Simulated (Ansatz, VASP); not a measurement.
# Te (Tellurium) in two plane-wave programs

Aim: how closely do two programs agree when they are given the same cell, functional and k mesh? The cell is taken from a series of runs on this material, whose earlier steps may have relaxed, scaled, displaced or heated it; both programs get it as it stands.

Method: plane waves, with VASP 6.6.1 beside it; zone-centre phonons at PBEsol, in Ansatz 0.2.0.

## 1. The structure

It takes space group P3_121 (No. 152, trigonal). The conventional cell has a = 4.360 Å, b = 4.360 Å, c = 5.957 Å, α = 90.00°, β = 90.00°, γ = 120.00°. Nearest to Te lie 2 Te at 2.90 Å.

## 2. Ansatz: zone-centre phonons, PBEsol

Ansatz runs on its PAW soft_1 files.

Second derivatives magnify differences that forces hide, and they need a tight electronic threshold.

The input, input.yaml:

```yaml
crystal:
  lattice:
    - [4.3601878232, 0.0, 0.0]
    - [-2.1800939116, 3.7760334202, 0.0]
    - [0.0, 0.0, 5.9565045494]
  atoms:
    - { symbol: Te, position: [0.2801969651, 0.0, 0.3333333333] }
    - { symbol: Te, position: [0.0, 0.2801969651, 0.6666666667] }
    - { symbol: Te, position: [0.7198030349, 0.7198030349, 0.0] }
kpoints:
  mp_grid: { grid: [12, 12, 8] }
hamiltonian:
  xc: pbesol
  pseudopotentials: { kind: paw, azcp: { folder: soft_1 }, xc_functional: pbe }
scf:
  occupations: { method: methfessel_paxton, width: 0.2 }
output:
  eigenvalues: true
phonons:
  method: dfpt
```

Run with:

```sh
ansatz run input.yaml --threads 4 --pin off --max-ram 10240MiB --backend cpu --events-out ev --progress --plain --runs-dir out
```

Numbers of over 12 decimals in the logs are rounded to 6 here.

What it wrote:

```text
zone centre: on kpoints.mp_grid the ground state, and the responses unless they are solved on pairs of k-points, stand on 320 of the mesh's 1152 k-points, reduced under 2 symmetry operations, with k and −k counted as one. Each operation leaves every solved displacement unchanged or reverses it
Engine: ansatz 0.2.0, aarch64-unknown-linux-gnu
Pseudopotentials: kind: paw
Pseudopotential: Te, paw, valence charge 16, recommended cutoff 420 eV (normal), soft_1/Te.paw.azcp
Functional definition: PBEsol
  exchange = pbesol_x
  correlation = pbesol_c
Crystal: 3 atoms, lattice volume = 98.069 Å³
Basis set: ecut = 420 eV, 1945 PW (Γ), exchange–correlation on 60×60×96 points (8 copies of the dense FFT grid, shifted against one another)
Bands: 29, of which v1, the nominal top of the filled ones, is band 24 counted from 1 (23 counted from 0)
Symmetry: 6 space group operations
k-points: 320 of 1152 (irreducible under 2 space group operations, time reversal used)
Non-local potential: Te, projectors of the file, l = 0: 2, l = 1: 2, l = 2: 2, l = 3: 1
PAW form: soft (Blöchl's): semilocal exchange-correlation on the pseudo side does not see the compensation charge
PAW frozen core: Te, regenerated for the run's functional, and the local potential with it (the file was generated under x = pbe(κ = 0.804, μ = 0.219515), c = pbe(β = 0.066725))
PAW one-centre angular grid: Te, 590 points (default); XC on 64 Gauss nodes
Initial density: superposition of atomic densities (chi_scale 0.1, normalization cell)
Initial wavefunctions: pseudopotential atomic-orbital guess
Functional: x = pbesol(κ = 0.804, μ = 0.123457), c = pbesol(β = 0.046)
SCF iter   1: F=—  HF=-20704.827510 eV  |F-HF|=—  |Δ(HF+E_count)|=         —  Δρ=1.46e-2  dr2=1.53e-1  ethr=3.10e-3  ⟨swp⟩=8.6  Hψ=45558  notcnv=0
preconditioner: auto → Resta (q_TF=auto, 2.422 Å⁻¹)  ε∞=4.4  [insulator: Δε(μ)=0.233 eV  Ē_g=8.654 eV  σ=0.200 eV  W_gap=0.60  n_scr=22 (ndim 8)  ℏωp=15.9 eV  f_vac=0.005  D(μ)=-0.04/eV (n_scr^D=0)  ε∞_Penn≈4.4]
SCF iter   2: F=—  HF=-20704.805935 eV  |F-HF|=—  |Δ(HF+E_count)|=   2.16e-2  S|Δr|=    0.00e0  Δρ=8.41e-3  dr2=4.99e-2  ethr=3.18e-4  ⟨swp⟩=1.0  Hψ=11849  notcnv=0
SCF iter   3: F=—  HF=-20704.797944 eV  |F-HF|=—  |Δ(HF+E_count)|=   7.99e-3  S|Δr|=    0.00e0  Δρ=6.68e-4  dr2=3.66e-4  ethr=1.04e-4  ⟨swp⟩=2.1  Hψ=13044  notcnv=0
SCF iter   4: F=—  HF=-20704.798082 eV  |F-HF|=—  |Δ(HF+E_count)|=   1.38e-4  S|Δr|=    0.00e0  Δρ=2.15e-4  dr2=4.34e-5  ethr=7.62e-7  ⟨swp⟩=2.0  Hψ=16902  notcnv=0
SCF iter   5: F=—  HF=-20704.798100 eV  |F-HF|=—  |Δ(HF+E_count)|=   1.84e-5  S|Δr|=    0.00e0  Δρ=7.52e-5  dr2=7.39e-6  ethr=9.05e-8  ⟨swp⟩=2.0  Hψ=16696  notcnv=0
SCF iter   6: F=—  HF=-20704.798105 eV  |F-HF|=—  |Δ(HF+E_count)|=   4.70e-6  S|Δr|=    0.00e0  Δρ=1.67e-5  dr2=3.64e-7  ethr=1.54e-8  ⟨swp⟩=2.0  Hψ=12101  notcnv=0
SCF iter   7: F=—  HF=-20704.798108 eV  |F-HF|=—  |Δ(HF+E_count)|=   3.26e-6  S|Δr|=    0.00e0  Δρ=2.63e-6  dr2=6.78e-9  ethr=7.58e-10  ⟨swp⟩=2.0  Hψ=12181  notcnv=0
SCF iter   8: F=—  HF=-20704.798108 eV  |F-HF|=—  |Δ(HF+E_count)|=   9.78e-9  S|Δr|=    0.00e0  Δρ=7.15e-7  dr2=3.97e-10  ethr=1.41e-11  ⟨swp⟩=2.0  Hψ=16968  notcnv=0
SCF iter   9: F=—  HF=-20704.798108 eV  |F-HF|=—  |Δ(HF+E_count)|=  2.00e-10  S|Δr|=    0.00e0  Δρ=1.90e-7  dr2=2.60e-11  ethr=1.00e-12  ⟨swp⟩=2.0  Hψ=16980  notcnv=0
SCF iter  10: F=-20704.798108 eV  HF=-20704.798108 eV  |F-HF|=7.28e-12  |Δ(HF+E_count)|=  1.46e-11  S|Δr|=    0.00e0  Δρ=5.62e-8  dr2=1.99e-12  ethr=1.00e-12  ⟨swp⟩=10.0  Hψ=50904  notcnv=0
SCF 1 converged in 10 iterations: F = -20704.798108 eV  dr2 = 1.99e-12
  greatest PAW one-centre occupation: 0.998 electrons in one spin orbital (limit 2), on the Te atom at site 2 (counted from 0), in its partial waves of l = 2
DFPT response loops at Γ: preconditioner auto → Kerker (q_TF=auto, 2.422 Å⁻¹) (partly filled bands, converged f_vac=0.014); β = 1.00, the filter's whole step (`scf.mixing.beta` (0.50) is not read by the response loops under this deck's `scf.mixing.preconditioner`; to damp them name `kerker` or `kerker_dos`, under which they read `scf.mixing.beta`, and type it under 1.00, their step now; both keys bind the ground state too); Broyden in place of MSR1
SCF converged after 10 iterations
Stability not checked: this state was not tested for a lower state beside it, because cold or Methfessel-Paxton smearing, or corrected tetrahedra, fill the levels in a way that the test cannot read (fill_not_monotonic; see scf.lower_state_search)
Free energy (F): -20704.798108 eV
Harris-Foulkes:  -20704.798108 eV  (|F-HF|=7.28e-12)
Internal energy: -20704.801060 eV  (E = F + TS)
E sigma→0 (E₀):  -20704.798846 eV
Entropy (-TS):   0.002952 eV (0.984 meV/atom)
Fermi energy:    9.310851 eV
Step filling:    the computed levels leave a gap of 0.0425 eV = 0.2 smearing widths at the electron count; against every level under it full and every level over it empty, smearing changes F+E_penalty+E_count by +0.342 meV and its σ→0 estimate by -0.396 meV
--- Per-component energies (eV) ---
  E_band       = -779.126748
  E_kinetic    = 516.193668
  E_local      = -4792.806690  (includes V_loc(G=0)·N_el)
  E_nonlocal   = 200.659760
  E_hartree    = 2389.957420
  E_xc         = -365.655380
  E_vxc        = -306.804114  (∫ρ·V_xc dr)
  E_paw        = -13773.572892  (= ΣΔE_a)
  E_vpaw       = -1176.284428  (= ΣTr[D̂ρ^β])
  E_aug_tail   = 0.000259  (compensation charges beyond the density's cutoff)
  E_ewald      = -4880.701639
  E_core_change = 1.124434  (= ΣΔE_core)
  E_smearing   = 0.002952  (= −TS)
  E_closure    = 0.000000  (closes the sum)
  Σ components = -20704.798108   (vs F -20704.798108, Δ=0.00e0)
--- Band table (eV; the first three rows and the last of 320) ---
  k-point 0: bands = [... 20 lower, 6.5699, 7.4693, 7.4693, 8.1647, 10.2015, 10.2015, 10.8492, 14.0820, ... 1 higher]
  k-point 1: bands = [... 20 lower, 6.7307, 7.5342, 7.5910, 8.1828, 10.0684, 10.0995, 10.6784, 13.6912, ... 1 higher]
  k-point 2: bands = [... 20 lower, 6.7271, 7.6921, 7.8640, 8.2343, 9.7882, 9.8551, 10.2776, 13.3182, ... 1 higher]
  k-point 319: bands = [... 20 lower, 4.6051, 7.7614, 8.1356, 8.8937, 9.8807, 10.8140, 10.8445, 14.1541, ... 1 higher]
--- Phonons (Γ-DFPT): 3 representative perturbations + reference, on 320 of 1152 k-points (Σ response iterations 9) ---
  k mesh reduced under 2 symmetry operations, with k and −k counted as one. Each operation leaves every solved displacement unchanged or reverses it
  ASR residual: 3.338e-5 → 0.000e0 eV/Å²; symmetrization residual: 1.546e-6 eV/Å²
  ASR residual per site (eV/Å²): 3.34e-5 3.20e-5 3.20e-5
  Γ frequencies (cm⁻¹): 0.00 0.00 0.00 81.16 81.16 87.85 99.65 126.45 126.45
  non-analytic LO–TO correction: not included (Born effective charges unavailable; polar crystals: no LO–TO splitting at Γ)
```

[end of part 1 of 2]

[Lines on the potential files, build, host, timing and source positions are cut from VASP's logs without a mark.]

[Logs are printed without paths, hosts, clocks, repeated set-up lines and the standing remarks that a program may print on its own settings, such as how far it seeks lower states.]

[Hosts, paths, dates, database ids (printed as entryN), source tags and the programs' standing remarks are cut or masked in the printed files.]
